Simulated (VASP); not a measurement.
Input:

```yaml
crystal:
  lattice:
    - [4.03276, 0.00000, 0.00000]
    - [0.00000, 3.82018, 0.00000]
    - [0.00000, 0.00000, 3.92501]
  atoms:
    - { symbol: Ti, position: [0.00000, 0.00000, 0.00000] }
    - { symbol: Pt, position: [0.00000, 0.50000, 0.50000] }
    - { symbol: Pt, position: [0.50000, 0.00000, 0.50000] }
    - { symbol: Pt, position: [0.50534, 0.50000, 0.00000] }
```

Level of theory: PBE GGA + U (Dudarev), VASP's PBE PAW potentials (set 64) (plane waves; VASP). Run with 400 eV cut-off, 7×7×7 Γ-centred mesh, first-order Methfessel-Paxton smearing of 0.10 eV, potentials Ti_sv Pt, U − J: Ti 2.00 eV.

**Question.** Give the force on each atom (eV/Å).

**Answer.** 
```
atom      Fx     Fy     Fz
----  ------  -----  -----
Ti1    0.051  0.000  0.000
Pt2    0.115  0.000  0.000
Pt3   -0.023  0.000  0.000
Pt4   -0.143  0.000  0.000
```

**Question.** Give the stress tensor in GPa (positive for a compressed cell).

**Answer.** 
```
 1.21   0.00   0.00
 0.00  10.14   0.00
 0.00   0.00   5.90
```
The pressure is its mean diagonal, 5.75 GPa.

The compound is Pt3Ti in the L1_2 structure. The cell was not relaxed at this level, atoms are displaced from their ideal sites. The run is one of a series of settings (LDAU = .TRUE., LDAUJ = 0 0, LDAUL = 2 -1, LDAUTYPE = 2, LDAUU = 2.0 0 against the base run), some of them coarse on purpose.
